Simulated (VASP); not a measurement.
LuP, 2 atoms in the cell. Symmetry: I4/mmm, No. 139, tetragonal system. The conventional cell has a = 3.828 Å, b = 3.828 Å, c = 5.524 Å, α = 90.00°, β = 90.00°, γ = 90.00°. Lu (site symmetry 4/mmm) has 6 P at 2.71 to 2.76 Å as nearest neighbours. P (site symmetry 4/mmm) has 6 Lu at 2.71 to 2.76 Å as nearest neighbours. The cell comes from a database or a generator and needn't be the stable form of this composition.

```yaml
Program: VASP 6.6.1
Task: single point
Functional: PBEsol
Potentials_or_basis: VASP PAW PBE potentials, release 64 (Lu, P)
Cutoff: 520 eV
k_mesh: 11 × 11 × 11
Occupations: gaussian, width 0.15 eV
Spin: no spin polarisation
Dipole_correction: no
Further_INCAR_settings: ALGO = Normal; EDIFF = 1e-06; NBANDS = 22
```

Potentials or basis: VASP PAW PBE potentials, release 64 (Lu, P).

Launch:

```sh
$ cat potpaw_PBE.64/Lu/POTCAR potpaw_PBE.64/P/POTCAR > POTCAR
$ mpirun -np 1 vasp_std > vasp.out
```

Hardware: 1 thread of Intel(R) Xeon(R) Platinum 8488C (Sapphire Rapids), on a shared host.

Question: Estimate the wall time of this run.

Answer: Wall time 80 s on 1 thread of Intel(R) Xeon(R) Platinum 8488C (Sapphire Rapids), with other jobs on the host, peak memory 0.26 GiB. Counts: scf iterations 12, k points 126.
